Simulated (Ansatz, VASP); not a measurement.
# Ni in two plane-wave programs

Aim: how closely do two programs agree when they are given the same cell, functional and k mesh? The structure shown is the end of the Ansatz relaxation below.

Calculated with Ansatz 0.2.0; plane waves, with VASP 6.6.1 beside it; PBEsol.

**1. The structure**

It takes space group I4/mmm (No. 139, tetragonal). Conventional cell: a = 2.468 Å, b = 2.468 Å, c = 3.393 Å, α = 90.00°, β = 90.00°, γ = 90.00°. Nearest to Ni lie 12 Ni at 2.43 to 2.47 Å.

**2. Ansatz: relaxation, PBEsol**

Ansatz runs on its PAW soft_1 files.

This run makes the geometry at which the two programs are then compared.

input.yaml

```yaml
crystal:
  lattice:
    - [2.460743505, 0.0, 0.0]
    - [0.0, 2.460743505, 0.0]
    - [0.0, 0.0, 3.39344894]
  atoms:
    - { symbol: Ni, position: [0.0, 0.0, 0.0], spin: 0.7 }
    - { symbol: Ni, position: [0.5, 0.5, 0.5], spin: 0.7 }
magnetization:
  spin_polarized: true
kpoints:
  mp_grid: { grid: [18, 18, 13] }
scf:
  occupations: { method: fermi_dirac, width: 0.05 }
hamiltonian:
  xc: pbesol
  pseudopotentials: { kind: paw, azcp: { folder: soft_1 }, xc_functional: pbe }
basis:
  ecutwfc: 600
output:
  forces: true
  stress: true
  write_density: true
  write_potential: true
  elf: true
  volumetric_format: npy
relax:
  f_tol: 0.005
  max_steps: 70
  cell: { stress_tol: 0.02, p_target: 0, fix: [c, alpha, beta, gamma] }
```

Launch:

```
> ansatz run input.yaml --threads 4 --pin off --max-ram 10240MiB --backend cpu --events-out ev --progress --plain --runs-dir out
```

Numbers of over 12 decimals in the logs are rounded to 6 here.

The program printed:

```text
Engine: ansatz 0.2.0, aarch64-unknown-linux-gnu
Pseudopotentials: kind: paw
Pseudopotential: Ni, paw, valence charge 18, recommended cutoff 420 eV (normal), soft_1/Ni.paw.azcp
Functional definition: PBEsol
  exchange = pbesol_x
  correlation = pbesol_c
Crystal: 2 atoms, lattice volume = 20.548 Å³
Basis set: ecut = 600 eV, 673 PW (Γ), exchange–correlation on 40×40×60 points (8 copies of the dense FFT grid, shifted against one another)
Bands: 23, of which v1, the nominal top of the filled ones, is band 18 counted from 1 (17 counted from 0)
Symmetry: 32 space group operations
Space group: I4/mmm (ITA 139), of the structure as read, at distance tolerance 2.7e-5 Å
Magnetic group: BNS 139.531 (UNI 1191), of the structure as read, at distance tolerance 2.7e-5 Å
k-points: 385 of 4212
Non-local potential: Ni, projectors of the file, l = 0: 3, l = 1: 2, l = 2: 3, l = 3: 1
PAW form: soft (Blöchl's): semilocal exchange-correlation on the pseudo side does not see the compensation charge
PAW frozen core: Ni, regenerated for the run's functional, and the local potential with it (the file was generated under x = pbe(κ = 0.804, μ = 0.219515), c = pbe(β = 0.066725))
PAW one-centre angular grid: Ni, 590 points (default); XC on 64 Gauss nodes
Initial density: superposition of atomic densities (chi_scale 0.1, normalization cell)
Starting moments: Σ|m| = 1.4 μB on 2 of 2 sites
Initial wavefunctions: pseudopotential atomic-orbital guess
Functional: x = pbesol(κ = 0.804, μ = 0.123457), c = pbesol(β = 0.046)
SCF iter   1: F=—  HF=-11608.781084 eV  |F-HF|=—  |Δ(HF+E_count)|=         —  Δρ=8.91e-2 (↑3.97e-2 ↓8.91e-2)  dr2=1.89e0  dr2_m=1.17e-1  M=1.446 μB ∫|m|=1.518 μB  β_m=0.30  ethr=3.10e-3  ⟨swp⟩=3.8  Hψ=71036  notcnv=0
Mixer restart at iter 1: flushing history
preconditioner: auto → none  [metal: Δε(μ)=0.004 eV  Ē_g=9.817 eV  σ=0.050 eV  W_gap=0.02  n_scr=6 (ndim 8)  ℏωp=36.6 eV  f_vac=0.000  D(μ)=3.17/eV (n_scr^D=48)  sad-step TF]
SCF iter   2: F=—  HF=-11608.385203 eV  |F-HF|=—  |Δ(HF+E_count)|=   3.96e-1  Δρ=2.53e-2 (↑1.34e-2 ↓2.53e-2)  dr2=4.96e-2  dr2_m=5.79e-2  M=1.416 μB ∫|m|=1.510 μB  β_m=0.33  ethr=3.10e-3  ⟨swp⟩=3.1  Hψ=34537  notcnv=0  defer=115
SCF iter   3: F=—  HF=-11609.054773 eV  |F-HF|=—  |Δ(HF+E_count)|=         —  Δρ=1.74e-2 (↑1.74e-2 ↓8.02e-3)  dr2=1.24e-2  dr2_m=2.41e-2  M=1.396 μB ∫|m|=1.513 μB  β_m=0.33  ethr=1.38e-4  ⟨swp⟩=2.3  Hψ=30307  notcnv=0  defer=115
Mixer restart at iter 3: flushing history
SCF iter   4: F=—  HF=-11609.449637 eV  |F-HF|=—  |Δ(HF+E_count)|=   3.95e-1  Δρ=9.90e-3 (↑9.90e-3 ↓4.27e-3)  dr2=1.18e-2  dr2_m=4.42e-3  M=1.349 μB ∫|m|=1.477 μB  β_m=0.53  ethr=3.45e-5  ⟨swp⟩=2.5  Hψ=35852  notcnv=0  defer=115
SCF iter   5: F=—  HF=-11609.879668 eV  |F-HF|=—  |Δ(HF+E_count)|=   4.30e-1  Δρ=8.49e-3 (↑2.81e-3 ↓8.49e-3)  dr2=1.35e-2  dr2_m=2.83e-3  M=1.271 μB ∫|m|=1.417 μB  β_m=0.53  ethr=3.27e-5  ⟨swp⟩=2.8  Hψ=37585  notcnv=0  defer=115
SCF iter   6: F=—  HF=-11609.987639 eV  |F-HF|=—  |Δ(HF+E_count)|=   1.08e-1  Δρ=1.46e-2 (↑1.17e-2 ↓1.46e-2)  dr2=7.26e-2  dr2_m=4.18e-4  M=1.262 μB ∫|m|=1.411 μB  β_m=0.46  ethr=3.27e-5  ⟨swp⟩=2.7  Hψ=38867  notcnv=0  defer=131  recentre
SCF iter   7: F=—  HF=-11609.964890 eV  |F-HF|=—  |Δ(HF+E_count)|=   2.27e-2  Δρ=3.66e-3 (↑1.05e-3 ↓3.66e-3)  dr2=2.36e-3  dr2_m=4.82e-4  M=1.237 μB ∫|m|=1.389 μB  β_m=0.61  ethr=3.27e-5  ⟨swp⟩=2.2  Hψ=38753  notcnv=0  defer=176
SCF iter   8: F=—  HF=-11609.973135 eV  |F-HF|=—  |Δ(HF+E_count)|=   8.25e-3  Δρ=1.56e-3 (↑5.53e-4 ↓1.56e-3)  dr2=5.04e-4  dr2_m=6.09e-5  M=1.228 μB ∫|m|=1.382 μB  β_m=0.71  ethr=6.56e-6  ⟨swp⟩=2.0  Hψ=28809  notcnv=0  defer=176
SCF iter   9: F=—  HF=-11609.974209 eV  |F-HF|=—  |Δ(HF+E_count)|=   1.07e-3  Δρ=2.11e-4 (↑7.78e-5 ↓2.11e-4)  dr2=9.96e-6  dr2_m=9.20e-7  M=1.225 μB ∫|m|=1.378 μB  β_m=0.82  ethr=1.40e-6  ⟨swp⟩=2.0  Hψ=25994  notcnv=0  defer=178
SCF iter  10: F=—  HF=-11609.974221 eV  |F-HF|=—  |Δ(HF+E_count)|=   1.24e-5  Δρ=4.76e-5 (↑1.18e-5 ↓4.76e-5)  dr2=4.21e-7  dr2_m=6.38e-8  M=1.225 μB ∫|m|=1.378 μB  β_m=0.91  ethr=2.77e-8  ⟨swp⟩=2.1  Hψ=30245  notcnv=0  defer=178
SCF iter  11: F=—  HF=-11609.974221 eV  |F-HF|=—  |Δ(HF+E_count)|=   1.49e-7  Δρ=1.81e-6 (↑1.81e-6 ↓1.07e-6)  dr2=2.94e-10  dr2_m=3.00e-10  M=1.225 μB ∫|m|=1.378 μB  β_m=0.95  ethr=1.17e-9  ⟨swp⟩=2.0  Hψ=27392  notcnv=0  defer=178
SCF iter  12: F=-11609.974221 eV  HF=-11609.974221 eV  |F-HF|=4.98e-10  |Δ(HF+E_count)|=  6.91e-10  Δρ=1.18e-6 (↑1.04e-6 ↓1.18e-6)  dr2=5.98e-10  dr2_m=4.23e-12  M=1.225 μB ∫|m|=1.378 μB  ethr=1.00e-12  ⟨swp⟩=4.9  Hψ=92441  notcnv=0
SCF 1 converged in 12 iterations: F = -11609.974221 eV  dr2 = 5.98e-10
  greatest PAW one-centre occupation: 1.001 electrons in one spin orbital (limit 2), on the Ni atom at site 1 (counted from 0), in its partial waves of l = 1
[...]
SCF iter   6: F=—  HF=-11609.974560 eV  |F-HF|=—  |Δ(HF+E_count)|=   5.76e-6  Δρ=1.28e-5 (↑9.24e-6 ↓1.28e-5)  dr2=4.58e-9  dr2_m=2.19e-8  M=1.226 μB ∫|m|=1.379 μB  β_m=0.86  ethr=8.40e-10  ⟨swp⟩=2.1  Hψ=32149  notcnv=0
SCF iter   7: F=-11609.974560 eV  HF=-11609.974560 eV  |F-HF|=6.37e-9  |Δ(HF+E_count)|=   6.01e-8  Δρ=6.71e-6 (↑2.18e-6 ↓6.71e-6)  dr2=8.80e-9  dr2_m=1.04e-9  M=1.226 μB ∫|m|=1.379 μB  ethr=1.27e-11  ⟨swp⟩=5.5  Hψ=102320  notcnv=0
SCF 2 converged in 7 iterations: F = -11609.974560 eV  dr2 = 8.80e-9
relax step   2: F+E_penalty+E_count = -11609.97455995 eV  Δ(F+E_penalty+E_count) = -3.386e-4 eV  max|allowed force component| = 7.519e-30 eV/Å  Δτ_max = 0.0000 Å  P = +1.942 GPa  Ω = 20.600 Å³  energy of the carried Pulay correction = -1.682e-5 eV  fix = [c, alpha, beta, gamma]  reactions: c +4.246 GPa  (7 SCF iters, dr2 threshold 2.00e-7 eV, accepted)
[...]
relax step   3: F+E_penalty+E_count = -11609.97469737 eV  Δ(F+E_penalty+E_count) = -1.374e-4 eV  max|allowed force component| = 5.522e-30 eV/Å  Δτ_max = 0.0000 Å  P = +1.216 GPa  Ω = 20.663 Å³  energy of the carried Pulay correction = -3.754e-5 eV  fix = [c, alpha, beta, gamma]  reactions: c +3.626 GPa  (7 SCF iters, dr2 threshold 2.00e-7 eV, accepted)
[...]
relax step   4: F+E_penalty+E_count = -11609.97473591 eV  Δ(F+E_penalty+E_count) = -3.854e-5 eV  max|allowed force component| = 2.367e-30 eV/Å  Δτ_max = 0.0000 Å  P = +1.215 GPa  Ω = 20.663 Å³  fix = [c, alpha, beta, gamma]  reactions: c +3.625 GPa  stress off target by 1.07e-2 GPa on what of the cell is left free  SCF on the basis re-selected at this cell (its energy is not comparable with the rows above)  (8 SCF iters)
basis re-selected at this cell: Δ(F+E_penalty+E_count) = -3.854e-5 eV, ΔP = -0.001 GPa vs the last step (what re-selecting the basis moved, of the pressure what is left beyond the Pulay correction that the steps carried, after the strain that the cell walked since its last selection, with what the two solves' SCF thresholds leave and, on support functions, any second-order correction that the steps lacked; it is no m [...]
SCF converged after 8 iterations
Magnetization: 1.2267 μB (18.6134 up, 17.3866 down)
Absolute magnetization: 1.3834 μB (∫|ρ↑−ρ↓|, with the PAW one-centre terms)
Spin contamination: 0.0107 ħ² per cell (⟨S²⟩ above its minimum at these occupations)
Per-site moments (μB) at R_I (Å): [(0.647364, 1.003944), (0.647364, 1.003944)]
Free energy (F): -11609.974736 eV
Harris-Foulkes:  -11609.974736 eV  (|F-HF|=0.00e0)
Internal energy: -11609.947617 eV  (E = F + TS)
E sigma→0 (E₀):  -11609.961177 eV
Entropy (-TS):   -0.027118 eV (-13.559 meV/atom)
Fermi energy:    18.958651 eV
--- Per-component energies (eV) ---
  E_band       = -541.711849
  E_kinetic    = 680.789626
  E_local      = -5304.186375  (includes V_loc(G=0)·N_el)
  E_nonlocal   = -228.991692
  E_hartree    = 2898.029801
  E_xc         = -225.133740
  E_vxc        = -291.808784  (∫ρ·V_xc dr)
  E_paw        = -3243.874223  (= ΣΔE_a)
  E_vpaw       = -1193.574779  (= ΣTr[D̂ρ^β])
  E_aug_tail   = 0.000526  (compensation charges beyond the density's cutoff)
  E_ewald      = -6186.976120
  E_core_change = 0.394578  (= ΣΔE_core)
  E_smearing   = -0.027118  (= −TS)
  E_closure    = -0.000000  (closes the sum)
  Σ components = -11609.974736   (vs F -11609.974736, Δ=0.00e0)
--- Forces (eV/Å), atoms counted from 1 ---
  atom   1  Ni    -0.00000000    -0.00000000     0.00000000
  atom   2  Ni    -0.00000000    -0.00000000     0.00000000
  max |Σ_I F_I| component: 5.00e-28 eV/Å
--- Stress (GPa, compression-positive) ---
        0.010686      -0.000000      -0.000000
       -0.000000       0.010686      -0.000000
       -0.000000      -0.000000       3.625047
  P = ⅓ Tr σ = 1.2155 GPa (12.155 kbar)
--- Band table (eV; the first three rows and the last of 770) ---
  k-point 0 ↑: bands = [... 14 lower, 17.5470, 17.7482, 18.4186, 18.5448, 18.5448, 21.7465, 29.0692, 33.6200, ... 1 higher]
  k-point 1 ↑: bands = [... 14 lower, 17.5592, 17.7204, 18.4055, 18.4991, 18.4991, 21.3101, 29.6410, 33.7514, ... 1 higher]
  k-point 2 ↑: bands = [... 14 lower, 17.5954, 17.6397, 18.3671, 18.3682, 18.3682, 20.3016, 31.0603, 34.1383, ... 1 higher]
  k-point 384 ↓: bands = [... 14 lower, 18.1911, 18.1911, 19.2910, 19.2910, 26.4687, 26.4687, 27.6829, 27.6829, ... 1 higher]
--- Relaxed structure (3 steps of the walk, 3 accepted, 1 SCFs on fresh bases) ---
  F+E_penalty+E_count = -11609.97473591 eV   max|allowed force component| = 2.367e-30 eV/Å   (the final SCF, on the basis selected at the relaxed cell)
  cell:  # Å, volume = 20.6629 Å³
    - [2.467600, 0, 0.0]
    - [0, 2.467600, 0.0]
    - [0.0, 0.0, 3.39344894]
  atoms:
    - { symbol: Ni, position: [0.0, 0.0, 0.0] }
    - { symbol: Ni, position: [0.5, 0.5, 0.500000] }
```

The column dr2 measures how far the density is from self-consistency, as an energy; F and HF (Harris–Foulkes) agree once it is small.

**3. VASP: single point, PBEsol, pair 1**

The same cell, functional, mesh and smearing now go to VASP, with its own data sets.

Lines of VASP's logs that name or quote its potential files are left out, and so is its time.

INCAR

```
SYSTEM = Ni
PREC = Accurate
ENCUT = 600
EDIFF = 1E-06
NELM = 200
ISMEAR = -1
SIGMA = 0.05
LREAL = .FALSE.
ALGO = Normal
GGA = PS
NBANDS = 18
ISPIN = 2
MAGMOM = 0.65 0.65
LASPH = .TRUE.
LMAXMIX = 4
LORBIT = 11
LWAVE = .FALSE.
LCHARG = .FALSE.
ISIF = 2
GGA_COMPAT = .FALSE.
KPAR = 2
```

POSCAR

```
Ni
1.0
    2.4675999288      0.0000000000      0.0000000000
    0.0000000000      2.4675999288      0.0000000000
    0.0000000000      0.0000000000      3.3934489400
Ni
2
Direct
    0.0000000000      0.0000000000      0.0000000000
    0.5000000000      0.5000000000      0.5000000000
```

KPOINTS

```
Automatic mesh
0
Gamma
18 18 13
0 0 0
```

PAW data sets: Ni (PBE family, release 64).

Launch:

```
> mpirun -np 2 vasp_std
```

The program printed:

```text
[banner, memory and clock lines left out]
running    2 mpi-ranks, on    1 nodes
 distrk:  each k-point on    1 cores,    2 groups
 distr:  one band on    1 cores,    1 groups

 POSCAR found type information on POSCAR Ni
 POSCAR found :  1 types and       2 ions
|                                                                             |
|               ----> ADVICE to this user running VASP <----                  |
|                                                                             |
|     You enforced a specific xc type in the INCAR file but a different       |
|     [... a line on the potential file left out ...]
|     I HOPE YOU KNOW WHAT YOU ARE DOING!                                     |
|                                                                             |

 LDA part: xc-table for (Slater+PW92), standard interpolation
 POSCAR, INCAR and KPOINTS ok, starting setup
 FFT: planning ... GRIDC
 FFT: planning ... GRID_SOFT
 FFT: planning ... GRID
 WAVECAR not read
 entering main loop
       N       E                     dE             d eps       ncg     rms          rms(c)
DAV:   1     0.956886588462E+02    0.95689E+02   -0.97880E+03 29904   0.171E+03
DAV:   2    -0.103573483108E+02   -0.10605E+03   -0.99286E+02 27802   0.265E+02
DAV:   3    -0.146438387264E+02   -0.42865E+01   -0.41647E+01 30012   0.670E+01
DAV:   4    -0.146995790517E+02   -0.55740E-01   -0.55700E-01 31942   0.674E+00
DAV:   5    -0.147011657189E+02   -0.15867E-02   -0.15866E-02 30588   0.110E+00    0.157E+01
DAV:   6    -0.129495053831E+02    0.17517E+01   -0.10940E+01 30134   0.714E+01    0.817E+00
DAV:   7    -0.123243941953E+02    0.62511E+00   -0.20161E+00 30438   0.282E+01    0.287E+00
DAV:   8    -0.122873245281E+02    0.37070E-01   -0.15902E-02 41874   0.197E+00    0.136E+00
DAV:   9    -0.122817928658E+02    0.55317E-02   -0.91548E-04 41052   0.399E-01    0.410E-01
DAV:  10    -0.122805815969E+02    0.12113E-02   -0.11765E-04 40158   0.157E-01    0.127E-01
DAV:  11    -0.122803822485E+02    0.19935E-03   -0.53334E-05 37102   0.991E-02    0.275E-02
DAV:  12    -0.122803828218E+02   -0.57336E-06   -0.41769E-06 32088   0.256E-02
   1 F= -.12280383E+02 E0= -.12266634E+02  d E =-.274973E-01  mag=     1.2090
```

Parts of OUTCAR (step 3):

```text
ion  position               nearest neighbor table
   1  0.000  0.000  0.000-   2 2.43   2 2.43   2 2.43   2 2.43   2 2.43   2 2.43   2 2.43   2 2.43

  LATTYP: Found a simple tetragonal cell.
 ALAT       =     2.4675999288
 C/A-ratio  =     1.3752022361

 Subroutine GETGRP returns: Found 16 space group operations
 (whereof 16 operations were pure point group operations)

The static configuration has the point symmetry D_4h.

 Found    385 irreducible k-points:

   k-points           NKPTS =    385   k-points in BZ     NKDIM =    385   number of bands    NBANDS=     18

   dimension x,y,z NGX =    20 NGY =   20 NGZ =   28
   dimension x,y,z NGXF=    40 NGYF=   40 NGZF=   56

   ENCUT  =  600.0 eV  44.10 Ry    6.64 a.u.   4.93  4.93  6.78*2*pi/ulx,y,z

   NELECT =      20.0000    total number of electrons

 k-points in reciprocal lattice and weights: Automatic mesh
   0.00000000  0.00000000  0.00000000       0.000
   0.05555556  0.00000000  0.00000000       0.001
   0.11111111  0.00000000  0.00000000       0.001
   0.16666667  0.00000000  0.00000000       0.001
   0.22222222  0.00000000  0.00000000       0.001
   0.27777778  0.00000000  0.00000000       0.001
   0.33333333  0.00000000  0.00000000       0.001
   0.38888889  0.00000000  0.00000000       0.001
   0.44444444  0.00000000  0.00000000       0.001
[...]
0.50000000  0.44444444  0.46153846       0.002
   0.50000000  0.50000000  0.46153846       0.000

 average (electrostatic) potential at core
       1 -81.2238       2 -81.2238

 E-fermi :   9.9340

 spin component 1
 k-point     1 :       0.0000    0.0000    0.0000
  band No.  band energies     occupation
    ...
      7       8.5448      1.00000
      8       8.7436      1.00000
      9       9.4065      0.99997
     10       9.5327      0.99967
     11       9.5327      0.99967
     12      12.8279      0.00000
     13      20.1232      0.00000
     14      24.7160      0.00000
     15      24.7160      0.00000
     16      29.8944      0.00000
    ...

 k-point     2 :       0.0556    0.0000    0.0000
  band No.  band energies     occupation
    ...
      7       8.5273      1.00000
      8       8.7427      1.00000
      9       9.3615      0.99999
     10       9.3683      0.99999
     11       9.5179      0.99976
     12      13.0813      0.00000
     13      20.1378      0.00000
     14      23.9072      0.00000
     15      24.8443      0.00000
     16      30.3658      0.00000
    ...

 k-point     3 :       0.1111    0.0000    0.0000
  band No.  band energies     occupation
    ...
      7       8.4775      1.00000
      8       8.7445      1.00000
      9       8.9605      1.00000
     10       9.2597      1.00000
     11       9.4737      0.99990
     12      13.7287      0.00000
     13      20.1631      0.00000
     14      22.2311      0.00000
     15      25.2226      0.00000
     16      31.0028      0.00000
    ...

 k-point     4 :       0.1667    0.0000    0.0000
  band No.  band energies     occupation
    ...
      7       8.4032      1.00000
      8       8.4901      1.00000
      9       8.7656      1.00000
     10       9.0972      1.00000
     11       9.4009      0.99998
     12      14.6096      0.00000
     13      19.8135      0.00000
     14      20.7689      0.00000
     15      25.8340      0.00000
     16      31.3782      0.00000
    ...

 k-point     5 :       0.2222    0.0000    0.0000
  band No.  band energies     occupation
    ...
      7       8.0354      1.00000
      8       8.3159      1.00000
      9       8.8379      1.00000
     10       8.9027      1.00000
     11       9.3007      1.00000
     12      15.6384      0.00000
     13      18.1451      0.00000
     14      20.7093      0.00000
     15      26.6549      0.00000
     16      30.3000      0.00000
    ...

 k-point     6 :       0.2778    0.0000    0.0000
  band No.  band energies     occupation
    ...
      7       7.7545      1.00000
      8       8.2292      1.00000
      9       8.6992      1.00000
     10       8.9985      1.00000
     11       9.1752      1.00000
     12      16.3395      0.00000
     13      16.7770      0.00000
     14      20.9819      0.00000
     15      27.6601      0.00000
     16      28.6135      0.00000
    ...

  Total       -0.0048432     -0.0048432      0.4440436      0.0000000      0.0000000     -0.0000000
  in kB       -0.3755385     -0.3755385     34.4306600      0.0000000      0.0000000     -0.0000000
  external PRESSURE =      11.2265277 kB  Pullay stress =       0.0000000 kB

  energy-cutoff  :      600.00
  volume of cell :       20.66
      direct lattice vectors                 reciprocal lattice vectors
     2.467599929  0.000000000  0.000000000     0.405252078  0.000000000  0.000000000
     0.000000000  2.467599929  0.000000000     0.000000000  0.405252078  0.000000000
     0.000000000  0.000000000  3.393448940     0.000000000  0.000000000  0.294685442

 POSITION                                       TOTAL-FORCE (eV/Angst)
 -----------------------------------------------------------------------------------
      0.00000      0.00000      0.00000         0.000000      0.000000     -0.000000
      1.23380      1.23380      1.69672        -0.000000     -0.000000      0.000000
 -----------------------------------------------------------------------------------
    total drift:                               -0.000000      0.000000      0.000000

  FREE ENERGIE OF THE ION-ELECTRON SYSTEM (eV)
  ---------------------------------------------------
  free  energy   TOTEN  =       -12.2803828218 eV

  energy  without entropy=      -12.2528854881  energy(sigma->0) =      -12.26663415

 total charge
# of ion       s       p       d       tot
------------------------------------------
    1        0.523   0.550   8.338   9.411
    2        0.523   0.550   8.338   9.411
--------------------------------------------------
tot          1.046   1.101  16.675  18.822

 magnetization (x)
# of ion       s       p       d       tot
------------------------------------------
    1       -0.006  -0.023   0.639   0.610
    2       -0.006  -0.023   0.639   0.610
--------------------------------------------------
tot         -0.013  -0.047   1.279   1.219

[... 6 further parts left out ...]
```

The run ends at a pressure of 1.12 GPa.

**4. Side by side**

Known differences besides the potentials themselves: VASP starts from the moments at which Ansatz ended; the data sets hold 36 valence electrons in Ansatz (on its PAW soft_1 files) and 20 in VASP; Ansatz makes its cores anew for this functional, VASP keeps those of its PBE data sets; Ansatz's pressure holds a Pulay correction, VASP's none; site moments are counted in spheres of each program's own size. Total energies have different zeros and are not compared.

Both answers:

| quantity | Ansatz | VASP | difference |
| --- | --- | --- | --- |
| pressure (GPa) | 1.22 | 1.12 | +0.09 |
| total moment (μB) | 1.23 | 1.21 | +0.02 |
| moment on Ni1 (μB) | 0.65 | 0.61 | +0.04 |
| moment on Ni2 (μB) | 0.65 | 0.61 | +0.04 |

(Continued in part 2 of 2.)

[Lines on the potential files, build, host, timing and source positions are cut from VASP's logs without a mark.]

[Logs are printed without paths, hosts, clocks, repeated set-up lines and the standing remarks that a program may print on its own settings, such as how far it seeks lower states.]

[Hosts, paths, dates, database ids (printed as entryN), source tags and the programs' standing remarks are cut or masked in the printed files.]
